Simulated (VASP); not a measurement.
Input of a VASP 6.6.1 run:

INCAR

```
SYSTEM = GaGe
ALGO = Fast
EDIFF = 1E-6
ENCUT = 520
GGA = PS
ISIF = 2
ISMEAR = 0
LASPH = .True.
LCHARG = .False.
LREAL = .False.
LWAVE = .False.
NBANDS = 20
NELM = 100
PREC = Accurate
SIGMA = 0.15
```

The input KPOINTS:

```
k-points
0
Gamma
  14 14 14
  0 0 0
```

File POSCAR:

```
GaGe
1.0
    0.0000000000      3.0427362000      2.7529518000
    3.0427362000      0.0000000000      2.7529518000
    3.0427362000      3.0427362000      0.0000000000
Ga Ge
1 1
Direct
    0.7500000000      0.7500000000      0.7500000000
    0.0000000000      0.0000000000      0.0000000000
```

Potentials or basis: VASP PAW PBE potentials, release 64 (Ga_d, Ge_d).

Run with:

```bash
$ cat potpaw_PBE.64/Ga_d/POTCAR potpaw_PBE.64/Ge_d/POTCAR > POTCAR
$ mpirun -np 1 vasp_std > vasp.out
```

(1) Estimate the pressure.

(2) Estimate the band gap on the k mesh.

Answers

(1) -4.6 GPa.

(2) none (metal or under the smearing width).

Caveat: the PAW data sets were made with another functional, which shifts forces and pressure a little.
